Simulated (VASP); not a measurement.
A VASP calculation is set up with these files.

KPOINTS:
```
kpoints
0
G
 8 8 4
```

**INCAR**
```
# general
SYSTEM  = SnSe2
PREC    = Accurate
ENCUT   = 520
LREAL   = .FALSE.   # projection in real space or not
LASPH   = .TRUE.   # aspherical one-centre terms

# electronic loop
EDIFF   = 1E-7
NELM    = 100   # most electronic steps
ALGO    = Normal
LMAXMIX = 4

# smearing
ISMEAR  = -5

# ions
ISIF    = 2

# output
LWAVE   = .FALSE.
LCHARG  = .TRUE.
LORBIT  = 11   # lm-projected
NEDOS   = 601

# other
LEFG    = .TRUE.
```

**POSCAR**
```
SnSe2
3.8048460
  0.5000000351  -0.8660255199   0.0000000000
  0.5000000351   0.8660255199   0.0000000000
  0.0000000000   0.0000000000   1.5530617106
Sn Se
1 2
Cartesian
  0.0000000000   0.0000000000   0.0000000000
  0.5000000351   0.2886757506   0.4141099114
  0.5000000351  -0.2886757506   1.1389517992
```

POTCAR, in this order: Sn_d Se (LDA.64 set). Program: vasp_std.

Question: Translate this LDA calculation to Quantum ESPRESSO's pw.x.

Answer: One equivalent input (not run):
```
&CONTROL
  calculation = 'scf'
  pseudo_dir = './pseudo'
  outdir = './out'
  tprnfor = .true.
  tstress = .true.
/
&SYSTEM
  ibrav = 0
  nat = 3
  ntyp = 2
  ecutwfc = 86
  occupations = 'tetrahedra'
  input_dft = 'pz'
/
&ELECTRONS
  conv_thr = 7.3e-09
  electron_maxstep = 100
/
ATOMIC_SPECIES
  Sn 118.710 Sn.upf
  Se 78.971 Se.upf
CELL_PARAMETERS angstrom
     1.9024231   -3.2950937   -0.0000000
     1.9024231    3.2950937   -0.0000000
     0.0000000   -0.0000000    5.9091606
ATOMIC_POSITIONS crystal
  Sn   0.0000000  0.0000000  0.0000000
  Se   0.3333330  0.6666670  0.2666410
  Se   0.6666670  0.3333330  0.7333590
K_POINTS automatic
  8 8 4 0 0 0
```
Limits of the translation: the potentials are each code's own (VASP's PAW set, PseudoDojo norm-conserving files in pw.x), so ENCUT and ecutwfc are chosen apart and not converted; conv_thr bounds pw.x's estimated SCF error, while EDIFF bounds the energy change between steps; the field gradients of LEFG aren't asked of the other code.

The compound is SnSe2 in the 1T layered structure. It was relaxed first.
